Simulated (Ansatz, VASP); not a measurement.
## MgRe3 in VASP and in Ansatz

Contents of INCAR:

```
SYSTEM = MgRe3
PREC     = Accurate       ! precision mode
ENCUT    = 520            ! plane-wave cutoff, eV
EDIFF    = 1E-6           ! SCF threshold, eV
ISMEAR   = 0              ! smearing method
SIGMA    = 0.1            ! smearing width, eV
LREAL    = .FALSE.        ! projectors in reciprocal space
LASPH    = .TRUE.         ! aspherical terms in the spheres
NELM     = 100            ! most SCF steps
ALGO     = Normal         ! electronic algorithm
ISIF     = 2              ! what is computed and relaxed
LWAVE    = .FALSE.        ! write WAVECAR
LCHARG   = .FALSE.        ! write CHGCAR
GGA      = PE             ! functional
NBANDS   = 20             ! bands
```

The input KPOINTS:

```
Automatic mesh
0
G
  12 12 12
  0 0 0
```

Contents of POSCAR:

```
MgRe3
1.0
    0.1067037293      3.3110547168      3.1365788582
    3.2432825875      0.0000000000      3.2432825875
    2.9762429568      3.1507188154      0.2670396307
Mg Re
1 3
Direct
    0.0000000000     -0.0782157872      0.0000000000
    0.2162992629      0.3113702764      0.2593620165
    0.5000000000      0.4798139550      0.5000000000
    0.7837007371      0.7870315558      0.7406379835
```

Input for Ansatz:

```yaml
crystal:
  lattice:
    - [0.1067037293, 3.3110547168, 3.1365788582]
    - [3.2432825875, 0.0, 3.2432825875]
    - [2.9762429568, 3.1507188154, 0.2670396307]
  atoms:
    - { symbol: Mg, position: [0.0, -0.0782157872, 0.0] }
    - { symbol: Re, position: [0.2162992629, 0.3113702764, 0.2593620165] }
    - { symbol: Re, position: [0.5, 0.479813955, 0.5] }
    - { symbol: Re, position: [0.7837007371, 0.7870315558, 0.7406379835] }
basis:
  ecutwfc: 420
kpoints:
  mp_grid: { grid: [12, 12, 12] }
hamiltonian:
  xc: pbe
scf:
  occupations: { method: gaussian, width: 0.1 }
output:
  forces: true
  stress: true
  eigenvalues: true
```

Alike in both runs: task single point; functional PBE; k mesh 12 × 12 × 12; occupations gaussian, width 0.1 eV; no spin polarisation.

|  | VASP | Ansatz |
| --- | --- | --- |
| version | VASP 6.6.1 | Ansatz 0.2.0 |
| potentials or method | VASP PAW PBE potentials, release 64 (Mg, Re) | scalar-relativistic, plane waves, PAW |
| plane-wave cutoff (eV) | 520 | 420 |
| valence electrons in the cell | 23 | 55 |

```csv
,VASP,Ansatz,Ansatz less VASP
gap on the k mesh at the Fermi level (eV),none,none,-
pressure (GPa),18.5,19.1,+0.62
largest component of the traceless stress (GPa),7.79,7.89,+0.099
rms of the force components (eV/Å),2.483,2.511,+0.0281
```

Atom by atom the forces differ by 0.045 eV/Å (rms over components). A gap of «none» marks a metal or a gap that the smearing closes. The two sets of potentials don't hold the same shells in valence.

Caveats: so large a pressure means that the cell lies far from this level's equilibrium, or that cutoff or potentials fall short (VASP); forces of over 1 eV/Å show positions far from the minimum, so gaps and moduli don't describe the material at rest. Spin-orbit coupling is left out, which matters for the levels of Re.
